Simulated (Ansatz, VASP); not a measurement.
# Cross-check of Fe (Iron-alpha) between VASP and Ansatz

Aim: how closely do two programs agree when they are given the same cell, functional and k mesh?

Program: Ansatz 0.2.0. Level of theory: plane waves, with VASP 6.6.1 beside it; relaxation of cell and atoms at r2SCAN and relaxation of cell and atoms at r2SCAN with rVV10. Results are calculated unless marked as measured.

### Step 1. Starting point

The structure is cubic, space group Im-3m (No. 229). Conventional cell: a = 2.866 Å, b = 2.866 Å, c = 2.866 Å, α = 90.00°, β = 90.00°, γ = 90.00°. Nearest to Fe lie 8 Fe at 2.48 Å.

### Step 2. Ansatz: relaxation of cell and atoms, r2SCAN

Ansatz runs on its default PAW (the set named soft_2) files.

The relaxed volume is the usual yardstick between codes: its relative difference is about their pressure difference at one cell divided by the bulk modulus.

Contents of input.yaml:

```yaml
crystal:
  lattice:
    - [-1.43325, 1.43325, 1.43325]
    - [1.43325, -1.43325, 1.43325]
    - [1.43325, 1.43325, -1.43325]
  atoms:
    - { symbol: Fe, position: [0.0, 0.0, 0.0], spin: 3.0 }
hamiltonian:
  xc: r2scan
  pseudopotentials: { kind: paw }
magnetization:
  spin_polarized: true
kpoints:
  mp_grid: { grid: [13, 13, 13] }
scf:
  occupations: { method: fermi_dirac, width: 0.05 }
relax:
  f_tol: 0.01
  max_steps: 60
  cell: { stress_tol: 0.05 }
output:
  forces: true
  stress: true
```

Launch:

```sh
> ansatz run input.yaml --threads 4 --pin off --max-ram 9216MiB --backend cpu --events-out ev --progress --plain --runs-dir out
```

Numbers of over 12 decimals in the logs are rounded to 6 here.

The program printed:

```text
Engine: ansatz 0.2.0, aarch64-unknown-linux-gnu
Pseudopotentials: kind: paw
Pseudopotential: Fe, paw, valence charge 16, recommended cutoff 500 eV (meta_gga), Fe.paw.azcp
Functional definition: r2SCAN
  parameter k0 = 0.174
  parameter k1 = 0.065
  parameter a1 = 4.9479
  exchange = r2scan_x(k0 = k0, k1 = k1, a1 = a1)
  correlation = r2scan_c
Crystal: 1 atoms, lattice volume = 11.777 Å³
Basis set: ecut = 500 eV, 321 PW (Γ), exchange–correlation on 80×80×80 points (64 copies of the dense FFT grid, shifted against one another)
Bands: 14, of which v1, the nominal top of the filled ones, is band 8 counted from 1 (7 counted from 0)
Symmetry: 48 space group operations
Space group: Im-3m (ITA 229), of the structure as read, at distance tolerance 2.3e-5 Å
Magnetic group: BNS 229.140 (UNI 1642), of the structure as read, at distance tolerance 2.3e-5 Å
k-points: 84 of 2197
Non-local potential: Fe, projectors of the file, l = 0: 3, l = 1: 2, l = 2: 3, l = 3: 1
PAW form: soft (Blöchl's): semilocal exchange-correlation on the pseudo side does not see the compensation charge
PAW frozen core: Fe, regenerated for the run's functional (the file was generated under x = pbe(κ = 0.804, μ = 0.219515), c = pbe(β = 0.066725))
PAW one-centre angular grid: Fe, 590 points (default); XC on 160 Gauss nodes
Initial density: superposition of atomic densities (chi_scale 0.1, normalization cell)
Starting moments: Σ|m| = 3 μB on 1 of 1 site
Initial wavefunctions: pseudopotential atomic-orbital guess
Functional: x = r2scan, c = r2scan; τ floored in thin density (d = 2e-4 eV/Å³)
SCF iter   1: F=—  HF=-4485.610174 eV  |F-HF|=—  |Δ(HF+E_count)|=         —  Δρ=8.44e-2 (↑3.22e-2 ↓8.44e-2)  dr2=1.03e0  dr2_τ=5.13e-3  dr2_m=9.82e-2  M=2.757 μB ∫|m|=2.850 μB  β_m=1.00  ethr=3.10e-3  ⟨swp⟩=4.7  Hψ=11453  notcnv=0
Mixer restart at iter 1: flushing history
preconditioner: auto → none  [metal: Δε(μ)=0.004 eV  Ē_g=15.237 eV  σ=0.050 eV  W_gap=0.02  n_scr=0 (ndim 8)  ℏωp=30.6 eV  f_vac=0.000  D(μ)=0.92/eV (n_scr^D=12)]
SCF iter   2: F=—  HF=-4485.403154 eV  |F-HF|=—  |Δ(HF+E_count)|=   2.07e-1  Δρ=2.74e-2 (↑2.74e-2 ↓1.40e-2)  dr2=1.84e-2  dr2_τ=3.00e-3  dr2_m=3.80e-2  M=2.702 μB ∫|m|=2.946 μB  β_m=1.00  ethr=3.10e-3  ⟨swp⟩=3.1  Hψ=5592  notcnv=0  defer=183  κ⁻¹=1.0e0(r=1)
SCF iter   3: F=—  HF=-4485.581392 eV  |F-HF|=—  |Δ(HF+E_count)|=         —  Δρ=9.38e-3 (↑9.38e-3 ↓6.52e-3)  dr2=6.38e-3  dr2_τ=2.89e-4  dr2_m=1.91e-3  M=2.683 μB ∫|m|=2.970 μB  β_m=1.00  ethr=1.15e-4  ⟨swp⟩=2.7  Hψ=4896  notcnv=0  defer=183
Mixer restart at iter 3: flushing history
SCF iter   4: F=—  HF=-4485.712340 eV  |F-HF|=—  |Δ(HF+E_count)|=   1.31e-1  Δρ=5.73e-3 (↑5.73e-3 ↓5.13e-3)  dr2=4.47e-3  dr2_τ=1.91e-4  dr2_m=1.01e-4  M=2.676 μB ∫|m|=2.980 μB  β_m=1.00  ethr=3.99e-5  ⟨swp⟩=2.4  Hψ=4496  notcnv=0  defer=183  κ⁻¹=1.0e0(r=1)
SCF iter   5: F=—  HF=-4485.830854 eV  |F-HF|=—  |Δ(HF+E_count)|=   1.19e-1  Δρ=4.19e-3 (↑3.23e-3 ↓4.19e-3)  dr2=2.78e-3  dr2_τ=9.09e-5  dr2_m=9.87e-5  M=2.664 μB ∫|m|=2.982 μB  β_m=1.00  ethr=2.79e-5  ⟨swp⟩=2.4  Hψ=4764  notcnv=0  defer=183  κ⁻¹=4.7e-2(r=2)
SCF iter   6: F=—  HF=-4485.899132 eV  |F-HF|=—  |Δ(HF+E_count)|=   6.83e-2  Δρ=2.09e-3 (↑2.09e-3 ↓1.39e-3)  dr2=5.38e-4  dr2_τ=1.07e-5  dr2_m=1.67e-4  M=2.649 μB ∫|m|=2.977 μB  β_m=1.00  ethr=1.74e-5  ⟨swp⟩=2.6  Hψ=4820  notcnv=0  defer=181  κ⁻¹=1.4e-2(r=3)
SCF iter   7: F=—  HF=-4485.900652 eV  |F-HF|=—  |Δ(HF+E_count)|=   1.52e-3  Δρ=8.99e-4 (↑7.49e-4 ↓8.99e-4)  dr2=2.02e-4  dr2_τ=3.06e-6  dr2_m=4.49e-6  M=2.648 μB ∫|m|=2.979 μB  β_m=1.00  ethr=3.36e-6  ⟨swp⟩=2.2  Hψ=3987  notcnv=0  defer=179  κ⁻¹=1.3e-2(r=4)
SCF iter   8: F=—  HF=-4485.900562 eV  |F-HF|=—  |Δ(HF+E_count)|=   9.01e-5  Δρ=2.65e-4 (↑1.95e-4 ↓2.65e-4)  dr2=1.67e-6  dr2_τ=9.03e-8  dr2_m=4.86e-6  M=2.648 μB ∫|m|=2.978 μB  β_m=1.00  ethr=1.26e-6  ⟨swp⟩=2.0  Hψ=4177  notcnv=0  defer=179  κ⁻¹=8.4e-4(r=5)
SCF iter   9: F=—  HF=-4485.900619 eV  |F-HF|=—  |Δ(HF+E_count)|=   5.67e-5  Δρ=5.48e-5 (↑3.82e-5 ↓5.48e-5)  dr2=1.92e-7  dr2_τ=1.30e-8  dr2_m=8.80e-8  M=2.648 μB ∫|m|=2.978 μB  β_m=1.00  ethr=1.05e-8  ⟨swp⟩=2.0  Hψ=3726  notcnv=0  defer=179  κ⁻¹=7.1e-5(r=6)
SCF iter  10: F=—  HF=-4485.900617 eV  |F-HF|=—  |Δ(HF+E_count)|=   2.00e-6  Δρ=3.03e-5 (↑3.03e-5 ↓2.69e-5)  dr2=6.77e-8  dr2_τ=4.10e-9  dr2_m=1.07e-9  M=2.648 μB ∫|m|=2.978 μB  β_m=1.00  ethr=1.20e-9  ⟨swp⟩=2.3  Hψ=3500  notcnv=0  defer=179  κ⁻¹=4.5e-6(r=7)
SCF iter  11: F=—  HF=-4485.900624 eV  |F-HF|=—  |Δ(HF+E_count)|=   6.73e-6  Δρ=8.46e-6 (↑8.46e-6 ↓5.80e-6)  dr2=4.15e-9  dr2_τ=1.45e-10  dr2_m=2.55e-9  M=2.648 μB ∫|m|=2.978 μB  β_m=1.00  ethr=4.23e-10  ⟨swp⟩=2.1  Hψ=3771  notcnv=0  defer=179  κ⁻¹=6.7e-7(r=8)
SCF iter  12: F=—  HF=-4485.900624 eV  |F-HF|=—  |Δ(HF+E_count)|=   3.61e-7  Δρ=6.68e-6 (↑5.48e-6 ↓6.68e-6)  dr2=1.08e-8  dr2_τ=5.83e-11  dr2_m=2.12e-10  M=2.648 μB ∫|m|=2.978 μB  β_m=1.00  ethr=2.60e-11  ⟨swp⟩=2.1  Hψ=3756  notcnv=0  defer=179  κ⁻¹=7.5e-7(r=8)
SCF iter  13: F=—  HF=-4485.900624 eV  |F-HF|=—  |Δ(HF+E_count)|=   6.64e-8  Δρ=3.95e-6 (↑3.95e-6 ↓3.76e-6)  dr2=4.32e-9  dr2_τ=1.66e-11  dr2_m=1.43e-11  M=2.648 μB ∫|m|=2.978 μB  β_m=1.00  ethr=2.60e-11  ⟨swp⟩=2.6  Hψ=3466  notcnv=0  defer=179  κ⁻¹=5.1e-9(r=8)
SCF iter  14: F=-4485.900624 eV  HF=-4485.900624 eV  |F-HF|=2.60e-9  |Δ(HF+E_count)|=   4.68e-8  Δρ=4.51e-6 (↑2.81e-6 ↓4.51e-6)  dr2=4.22e-9  dr2_τ=1.26e-11  dr2_m=1.43e-10  M=2.648 μB ∫|m|=2.978 μB  ethr=2.60e-11  ⟨swp⟩=1.6  Hψ=6978  notcnv=0
SCF 1 converged in 14 iterations: F = -4485.900624 eV  dr2 = 4.22e-9
  greatest PAW one-centre occupation: 1.005 electrons in one spin orbital (limit 2), on the Fe atom at site 0 (counted from 0), in its partial waves of l = 1
relax step   1: F+E_penalty+E_count = -4485.90062420 eV  Δ(F+E_penalty+E_count) = +0.000e0 eV  max|allowed force component| = 0.000e0 eV/Å  Δτ_max = 0.0000 Å  P = -0.107 GPa  Ω = 11.777 Å³  (14 SCF iters, dr2 threshold 1.00e-7 eV, accepted)
[...]
relax step   2: F+E_penalty+E_count = -4485.90063165 eV  Δ(F+E_penalty+E_count) = -7.451e-6 eV  max|allowed force component| = 0.000e0 eV/Å  Δτ_max = 0.0000 Å  P = -0.032 GPa  Ω = 11.772 Å³  energy of the carried Pulay correction = +5.595e-6 eV  (8 SCF iters, dr2 threshold 2.84e-8 eV, accepted)
[...]
relax step   3: F+E_penalty+E_count = -4485.90061558 eV  Δ(F+E_penalty+E_count) = +1.607e-5 eV  max|allowed force component| = 0.000e0 eV/Å  Δτ_max = 0.0000 Å  P = -0.033 GPa  Ω = 11.772 Å³  stress off target by 3.27e-2 GPa  SCF on the basis re-selected at this cell (its energy is not comparable with the rows above)  (10 SCF iters)
basis re-selected at this cell: Δ(F+E_penalty+E_count) = +1.607e-5 eV, ΔP = -0.001 GPa vs the last step (what re-selecting the basis moved, of the pressure what is left beyond the Pulay correction that the steps carried, after the strain that the cell walked since its last selection, with what the two solves' SCF thresholds leave and, on support functions, any second-order correction that the steps lacked; it is no measure of the basis error at this ecutwfc). This SCF's stress stands 3.27e-2 GPa from its target on what of the cell is left free (relax.cell.stress_tol is 5.00e-2 GPa) and its largest allowed force component is 0.00e0 eV/Å (relax.f_tol is 1.00e-2 eV/Å): [rest of the remark cut]
SCF converged after 10 iterations
Stability not checked: this state was not tested for a lower state beside it, because the mixer in use, unlike msr1, does not test its closes by its own steps (another_mixer; see scf.mixing.algorithm and scf.lower_state_search)
Magnetization: 2.6479 μB (9.3240 up, 6.6760 down)
Absolute magnetization: 2.9783 μB (∫|ρ↑−ρ↓|, with the PAW one-centre terms)
Spin contamination: 0.1248 ħ² per cell (⟨S²⟩ above its minimum at these occupations)
Per-site moments (μB) at R_I (Å): [(2.804563, 1.023892)]
Free energy (F): -4485.900616 eV
Harris-Foulkes:  -4485.900616 eV  (|F-HF|=9.09e-13)
Internal energy: -4485.895708 eV  (E = F + TS)
E sigma→0 (E₀):  -4485.898162 eV
Entropy (-TS):   -0.004908 eV (-4.908 meV/atom)
Fermi energy:    17.728143 eV
--- Per-component energies (eV) ---
  E_band       = -245.000600
  E_kinetic    = 348.588065
  E_local      = -2110.634800  (includes V_loc(G=0)·N_el)
  E_nonlocal   = 223.325828
  E_hartree    = 885.627817
  E_xc         = -112.870175
  E_vxc        = -167.547747  (∫ρ·V_xc dr)
  E_paw        = -1379.339363  (= ΣΔE_a)
  E_vpaw       = -322.044657  (= ΣTr[D̂ρ^β])
  E_aug_tail   = 0.000249  (compensation charges beyond the density's cutoff)
  E_vtau       = 12.056834  (kinetic-family band-sum trace: ∫τ·v_τ [+ j·A + Jᵃ·Aᵃ] dr)
  E_ewald      = -2340.303854
  E_core_change = -0.289475  (= ΣΔE_core)
  E_smearing   = -0.004908  (= −TS)
  E_closure    = -0.000000  (closes the sum)
  Σ components = -4485.900616   (vs F -4485.900616, Δ=0.00e0)
--- Forces (eV/Å), atoms counted from 1 ---
  atom   1  Fe    -0.00000000     0.00000000    -0.00000000
  max |Σ_I F_I| component: 2.01e-31 eV/Å
--- Stress (GPa, compression-positive) ---
       -0.032746      -0.000000       0.000000
       -0.000000      -0.032746       0.000000
        0.000000      -0.000000      -0.032746
  P = ⅓ Tr σ = -0.0327 GPa (-0.327 kbar)
--- Relaxed structure (2 steps of the walk, 2 accepted, 1 SCFs on fresh bases) ---
  F+E_penalty+E_count = -4485.90061558 eV   max|allowed force component| = 0.000e0 eV/Å   (the final SCF, on the basis selected at the relaxed cell)
  cell:  # Å, volume = 11.7725 Å³
    - [-1.433077, 1.433077, 1.433077]
    - [1.433077, -1.433077, 1.433077]
    - [1.433077, 1.433077, -1.433077]
  atoms:
    - { symbol: Fe, position: [0.0, 0.0, 0.0] }
```

Run time: 4.1 s. Hardware: 4 threads of Arm Neoverse V2, shared host; peak memory 0.34 GiB; 13 s of CPU time.

(Continued in part 2 of 2.)

[Lines on the potential files, build, host, timing and source positions are cut from VASP's logs without a mark.]

[Logs are printed without paths, hosts, clocks, repeated set-up lines and the standing remarks that a program may print on its own settings, such as how far it seeks lower states.]

[Hosts, paths, dates, database ids (printed as entryN), source tags and the programs' standing remarks are cut or masked in the printed files.]
